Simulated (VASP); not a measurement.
# Ba2C (P4/nmm) in VASP: single point with PBE

Aim: the single point of Ba2C with PBE.

All numbers are computed with VASP 6.6.1; they aren't measurements. Logs are shortened: lines on timing, memory, paths and dates and some standing lists are left out, and cuts for length are marked.

### Step 1. The cell of the first run

Symmetry: P4/nmm, No. 129, tetragonal system. Conventional cell: a = 4.183 Å, b = 4.183 Å, c = 11.832 Å, α = 90.00°, β = 90.00°, γ = 90.00°. Ba (site symmetry 4mm) is surrounded by 1 C at 2.96 Å. Ba (site symmetry 4mm) has 5 C at 2.96 Å as nearest neighbours. C (site symmetry 4mm) is surrounded by 6 Ba at 2.96 Å.

The cell was built by a generator and needn't be a form met in nature.

### Step 2. Single point, PBE (ordered vacancies on the anion sites of rock salt (P4/nmm, No. 129))

Contents of INCAR:

```
SYSTEM = Ba2C
PREC     = Accurate       ! precision mode
ENCUT    = 520            ! plane-wave cutoff, eV
EDIFF    = 1E-6           ! SCF threshold, eV
ISMEAR   = 0              ! smearing method
SIGMA    = 0.1            ! smearing width, eV
LREAL    = .False.        ! projectors in reciprocal space
LASPH    = .True.         ! aspherical terms in the spheres
NELM     = 100            ! most SCF steps
ALGO     = Normal         ! electronic algorithm
ISIF     = 2              ! what is computed and relaxed
LWAVE    = .False.        ! write WAVECAR
LCHARG   = .False.        ! write CHGCAR
GGA      = PE             ! functional
NBANDS   = 33             ! bands
```

Contents of KPOINTS:

```
regular mesh
0
Gamma
  4 4 2
  0 0 0
```

Contents of POSCAR:

```
Ba2C
1.0
    4.1832437200      0.0000000000      0.0000000000
    0.0000000000      4.1832437200      0.0000000000
    0.0000000000      0.0000000000     11.8320000000
Ba C
4 2
Direct
    0.5000000000      0.0000000000      0.8750000000
    0.0000000000      0.5000000000      0.6250000000
    0.5000000000      0.0000000000      0.3750000000
    0.0000000000      0.5000000000      0.1250000000
    0.5000000000      0.0000000000      0.6250000000
    0.0000000000      0.5000000000      0.3750000000
```

Potentials or basis: VASP PAW PBE potentials, release 64 (Ba_sv, C).

Run with:

```
$ cat potpaw_PBE.64/Ba_sv/POTCAR potpaw_PBE.64/C/POTCAR > POTCAR
$ mpirun -np 1 vasp_std > vasp.out
```

OUTCAR:

```text
SYSTEM = Ba2C
   PREC = Accurate
   ENCUT = 520
   EDIFF = 1E-6
   ISMEAR = 0
   LREAL = .False.
   LASPH = .True.
   NELM = 100
   ISIF = 2
   GGA = PE

 ion  position               nearest neighbor table
   1  0.500  0.000  0.875-   5 2.96   4 4.18   2 4.18   2 4.18   4 4.18   2 4.18   4 4.18   2 4.18
                             4 4.18
   2  0.000  0.500  0.625-   6 2.96   5 2.96   5 2.96   5 2.96   5 2.96   3 4.18   1 4.18   1 4.18
                             3 4.18   3 4.18   1 4.18   3 4.18   1 4.18
   3  0.500  0.000  0.375-   5 2.96   6 2.96   6 2.96   6 2.96   6 2.96   4 4.18   2 4.18   2 4.18
                             4 4.18   4 4.18   2 4.18   4 4.18   2 4.18
   4  0.000  0.500  0.125-   6 2.96   3 4.18   1 4.18   1 4.18   3 4.18   1 4.18   3 4.18   1 4.18
                             3 4.18
   5  0.500  0.000  0.625-   1 2.96   3 2.96   2 2.96   2 2.96   2 2.96   2 2.96
   6  0.000  0.500  0.375-   2 2.96   4 2.96   3 2.96   3 2.96   3 2.96   3 2.96

  LATTYP: Found a simple tetragonal cell.
 ALAT       =     4.1832437200
 C/A-ratio  =     2.8284271231

  Lattice vectors:

 A1 = (   4.1832437200,   0.0000000000,   0.0000000000)
 A2 = (   0.0000000000,   4.1832437200,   0.0000000000)
 A3 = (   0.0000000000,   0.0000000000,  11.8320000000)

Analysis of symmetry for initial positions (statically):
=====================================================================
 Subroutine PRICEL returns:
 Original cell was already a primitive cell.

 Routine SETGRP: Setting up the symmetry group for a
 simple tetragonal supercell.

 Subroutine GETGRP returns: Found 16 space group operations
 (whereof  8 operations were pure point group operations)
 out of a pool of 16 trial point group operations.

The static configuration has the point symmetry D_2d.
 The point group associated with its full space group is D_4h.

Analysis of symmetry for dynamics (positions and initial velocities):
=====================================================================
 Subroutine PRICEL returns:
 Original cell was already a primitive cell.

 Routine SETGRP: Setting up the symmetry group for a
 simple tetragonal supercell.

 Subroutine GETGRP returns: Found 16 space group operations
 (whereof  8 operations were pure point group operations)
 out of a pool of 16 trial point group operations.

The dynamic configuration has the point symmetry D_2d.
 The point group associated with its full space group is D_4h.

 Subroutine INISYM returns: Found 16 space group operations
 (whereof  8 operations are pure point group operations),
 and found     1 'primitive' translations

----------------------------------------------------------------------------------------

                                     Primitive cell

  volume of cell :     207.0544

  direct lattice vectors                    reciprocal lattice vectors
     4.183243720  0.000000000  0.000000000     0.239048945  0.000000000  0.000000000
     0.000000000  4.183243720  0.000000000     0.000000000  0.239048945  0.000000000
     0.000000000  0.000000000 11.832000000     0.000000000  0.000000000  0.084516565

  length of vectors
     4.183243720  4.183243720 11.832000000     0.239048945  0.239048945  0.084516565

  position of ions in fractional coordinates (direct lattice)
     0.500000000  0.000000000  0.875000000
     0.000000000  0.500000000  0.625000000
     0.500000000  0.000000000  0.375000000
     0.000000000  0.500000000  0.125000000
     0.500000000  0.000000000  0.625000000
     0.000000000  0.500000000  0.375000000

  ion indices of the primitive-cell ions
   primitive index   ion index
                 1           1
                 2           2
                 3           3
                 4           4
                 5           5
                 6           6

----------------------------------------------------------------------------------------

 KPOINTS: regular mesh

Automatic generation of k-mesh.
 Grid dimensions read from file:
 generate k-points for:    4    4    2

 Generating k-lattice:

  Cartesian coordinates                     Fractional coordinates (reciprocal lattice)
     0.059762236  0.000000000  0.000000000     0.250000000  0.000000000  0.000000000
     0.000000000  0.059762236  0.000000000     0.000000000  0.250000000  0.000000000
     0.000000000  0.000000000  0.042258283     0.000000000  0.000000000  0.500000000

  Length of vectors
     0.059762236  0.059762236  0.042258283

  Shift w.r.t. Gamma in fractional coordinates (k-lattice)
     0.000000000  0.000000000  0.000000000

 Subroutine IBZKPT returns following result:
 ===========================================

 Found     12 irreducible k-points:

 Following reciprocal coordinates:
            Coordinates               Weight
  0.000000  0.000000  0.000000      1.000000
  0.250000  0.000000  0.000000      4.000000
  0.500000  0.000000  0.000000      2.000000
  0.250000  0.250000  0.000000      4.000000
  0.500000  0.250000  0.000000      4.000000
  0.500000  0.500000  0.000000      1.000000
  0.000000  0.000000  0.500000      1.000000
  0.250000  0.000000  0.500000      4.000000
  0.500000  0.000000  0.500000      2.000000
  0.250000  0.250000  0.500000      4.000000
  0.500000  0.250000  0.500000      4.000000
  0.500000  0.500000  0.500000      1.000000
   k-points           NKPTS =     12   k-points in BZ     NKDIM =     12   number of bands    NBANDS=     33
   number of dos      NEDOS =    301   number of ions     NIONS =      6
   total plane-waves  NPLWV =  92160
   dimension x,y,z NGX =    32 NGY =   32 NGZ =   90
   dimension x,y,z NGXF=    64 NGYF=   64 NGZF=  180
   ions per type =               4   2
   NGX,Y,Z   is equivalent  to a cutoff of  12.72, 12.72, 12.65 a.u.
   NGXF,Y,Z  is equivalent  to a cutoff of  25.43, 25.43, 25.29 a.u.
 SYSTEM =  Ba2C
   PREC   = accura    normal or accurate (medium, high low for compatibility)
   ISTART =      0    job   : 0-new  1-cont  2-samecut
   ICHARG =      2    charge: 1-file 2-atom 10-const
   ISPIN  =      1    spin polarized calculation?
   LNONCOLLINEAR =      F non collinear calculations
   LSORBIT =      F    spin-orbit coupling
   LASPH  =      T    aspherical Exc in radial PAW
   ENCUT  =  520.0 eV  38.22 Ry    6.18 a.u.   7.78  7.78 22.00*2*pi/ulx,y,z
   NELM   =    100;   NELMIN=  2; NELMDL= -5     # of ELM steps
   EDIFF  = 0.1E-05   stopping-criterion for ELM
   LREAL  =      F    real-space projection
   EDIFFG = 0.1E-04   stopping-criterion for IOM
   NSW    =      0    number of steps for IOM
   IBRION =     -1    ionic relax: 0-MD 1-quasi-New 2-CG
   NFREE  =      0    steps in history (QN), initial steepest desc. (CG)
   ISIF   =      2    stress and relaxation
   ISYM   =      2    0-nonsym 1-usesym 2-fastsym
   POTIM  = 0.5000    time-step for ionic-motion
   TEBEG  =    0.0;   TEEND  =   0.0 temperature during run
   PSTRESS=    0.0 pullay stress
   NELECT =      48.0000    total number of electrons
   NUPDOWN=      -1.0000    fix difference up-down
   EMIN   =  10.00;   EMAX   =-10.00  energy-range for DOS
   EFERMI =   0.00;   METHOD = LEGACY
   ISMEAR =     0;   SIGMA  =   0.10  broadening in eV -4-tet -1-fermi 0-gaus
   EFERMI_NEDOS =   21; number of points for ismear=-14 and -15
   IALGO  =     38    algorithm
   IMIX   =      4    mixing-type and parameters
     AMIX     =   0.40;   BMIX     =  1.00
     AMIX_MAG =   1.60;   BMIX_MAG =  1.00
  volume/ion in A,a.u.               =      34.51       232.88
  Fermi-wavevector in a.u.,A,eV,Ry     =   1.005681  1.900462 13.760865  1.011395
  Thomas-Fermi vector in A             =   2.138376
   LORBIT       =      0    0 simple, 1 ext, 2 COOP (PROOUT), +10 PAW based schemes
   GGA     = PE    functional components
   LHFCALC =     F    Hartree Fock is set to
   AEXX    =    0.0000 exact exchange contribution
   IVDW    =     0    specifies the selected vdW correction
   LEPSILON=     F    determine dielectric tensor
   LRPA    =     F    only Hartree local field effects (RPA)
 non-spin polarized calculation
 Gauss-broadening in eV      SIGMA  =   0.10
  energy-cutoff  :      520.00
  volume of cell :      207.05
 maximum number of plane-waves:      5600
 NGX is ok and might be reduce to    32
   NGX = 15   NGY = 15   NGZ = 43

 number of electron      48.0000004 magnetization

 Free energy of the ion-electron system (eV)
  ---------------------------------------------------
  ext. energy  EPLUGINS =         0.00000000
  ---------------------------------------------------
  free energy    TOTEN  =       -20.59693651 eV

  energy without entropy =      -20.53237749  energy(sigma->0) =      -20.56465700

 E-fermi :   2.2793     XC(G=0):  -8.5396

 val. band max:        2.2765157457   @ k =   0.5000   0.0000   0.5000
 cond. band min:       2.2820492449   @ k =   0.0000   0.0000   0.5000
 fundamental gap:      0.0055334992
 Fermi energy:         2.2792701896

 k-point     1 :       0.0000    0.0000    0.0000
  band No.  band energies     occupation
      1     -26.1788      2.00000
      2     -26.1141      2.00000
      3     -24.6437      2.00000
      4     -24.5752      2.00000
      5     -11.5578      2.00000
      6     -11.3097      2.00000
[... 25 lines left out ...]
     32       5.0125      0.00000
     33       5.1914      0.00000

 k-point     2 :       0.2500    0.0000    0.0000
  band No.  band energies     occupation
      1     -26.1530      2.00000
      2     -26.1070      2.00000
      3     -24.6161      2.00000
      4     -24.5673      2.00000
      5     -11.5825      2.00000
      6     -11.5820      2.00000
[... 25 lines left out ...]
     32       5.1205      0.00000
     33       5.3763      0.00000

 k-point     3 :       0.5000    0.0000    0.0000
  band No.  band energies     occupation
      1     -26.1134      2.00000
      2     -26.1134      2.00000
      3     -24.5738      2.00000
      4     -24.5738      2.00000
      5     -11.7850      2.00000
      6     -11.7850      2.00000
[... 25 lines left out ...]
     32       4.5364      0.00000
     33       6.4611      0.00000

 k-point     4 :       0.2500    0.2500    0.0000
  band No.  band energies     occupation
      1     -26.1302      2.00000
      2     -26.0975      2.00000
      3     -24.5916      2.00000
      4     -24.5570      2.00000
      5     -11.5781      2.00000
      6     -11.5472      2.00000
[... 25 lines left out ...]
     32       4.4205      0.00000
     33       5.5531      0.00000

 k-point     5 :       0.5000    0.2500    0.0000
  band No.  band energies     occupation
      1     -26.0976      2.00000
      2     -26.0976      2.00000
      3     -24.5568      2.00000
      4     -24.5568      2.00000
      5     -11.7385      2.00000
      6     -11.7385      2.00000
[... 172 lines left out ...]
 k-point    10 :       0.2500    0.2500    0.5000
  band No.  band energies     occupation
      1     -26.1302      2.00000
      2     -26.0975      2.00000
      3     -24.5916      2.00000
      4     -24.5570      2.00000
      5     -11.5760      2.00000
      6     -11.5467      2.00000
[... 25 lines left out ...]
     32       4.6411      0.00000
     33       5.3697      0.00000

 k-point    11 :       0.5000    0.2500    0.5000
  band No.  band energies     occupation
      1     -26.0976      2.00000
      2     -26.0976      2.00000
      3     -24.5568      2.00000
      4     -24.5568      2.00000
      5     -11.7371      2.00000
      6     -11.7371      2.00000
[... 25 lines left out ...]
     32       4.4819      0.00000
     33       6.1467      0.00000

 k-point    12 :       0.5000    0.5000    0.5000
  band No.  band energies     occupation
      1     -26.0817      2.00000
      2     -26.0817      2.00000
      3     -24.5396      2.00000
      4     -24.5396      2.00000
      5     -11.7676      2.00000
      6     -11.7676      2.00000
[... 25 lines left out ...]
     32       5.4673      0.00000
     33       6.3318      0.00000

------------------------ aborting loop because EDIFF is reached ----------------------------------------

  FORCE on cell =-STRESS in cart. coord.  units (eV):
  Direction    XX          YY          ZZ          XY          YZ          ZX
  --------------------------------------------------------------------------------------
  -------------------------------------------------------------------------------------
  Total        1.1839875      1.1839875     -2.1664602      0.0000000      0.0000000      0.0000000
  in kB        9.1616397      9.1616397    -16.7639670      0.0000000      0.0000000      0.0000000
  external PRESSURE =       0.5197708 kB  Pullay stress =       0.0000000 kB

 VOLUME and BASIS-vectors are now :
 -----------------------------------------------------------------------------
  energy-cutoff  :      520.00
  volume of cell :      207.05
      direct lattice vectors                 reciprocal lattice vectors
     4.183243720  0.000000000  0.000000000     0.239048945  0.000000000  0.000000000
     0.000000000  4.183243720  0.000000000     0.000000000  0.239048945  0.000000000
     0.000000000  0.000000000 11.832000000     0.000000000  0.000000000  0.084516565

 POSITION                                       TOTAL-FORCE (eV/Angst)
 -----------------------------------------------------------------------------------
      2.09162      0.00000     10.35300        -0.000000      0.000000     -0.890963
      0.00000      2.09162      7.39500         0.000000     -0.000000     -0.471355
      2.09162      0.00000      4.43700         0.000000      0.000000      0.471355
      0.00000      2.09162      1.47900         0.000000      0.000000      0.890963
      2.09162      0.00000      7.39500         0.000000      0.000000      0.950243
      0.00000      2.09162      4.43700         0.000000     -0.000000     -0.950243
 -----------------------------------------------------------------------------------
    total drift:                                0.000000      0.000000      0.000000

  FREE ENERGIE OF THE ION-ELECTRON SYSTEM (eV)
  ---------------------------------------------------
  free  energy   TOTEN  =       -20.5969365056 eV

  energy  without entropy=      -20.5323774872  energy(sigma->0) =      -20.56465700
```

Run time: 92 s. Hardware: 1 thread of Intel Xeon Platinum 8488C (Sapphire Rapids), shared host; peak memory 0.31 GiB.

Results:

```
Free energy            : -20.5969 eV
Pressure               : 0.1 GPa
Largest force          : 0.950 eV/Å
Band gap on the k mesh : none (metal or under the smearing width)
```

Forces on the atoms (eV/Å):
```
Ba   0.000  0.000 -0.891
Ba   0.000  0.000 -0.471
Ba   0.000  0.000  0.471
Ba   0.000  0.000  0.891
C    0.000  0.000  0.950
C    0.000  0.000 -0.950
```

Stress tensor (GPa, compression positive):
```
 0.92  0.00  0.00
 0.00  0.92  0.00
 0.00  0.00 -1.68
```

Caveat: the k mesh is coarse (spacing up to 0.38 Å⁻¹), so the values aren't converged.
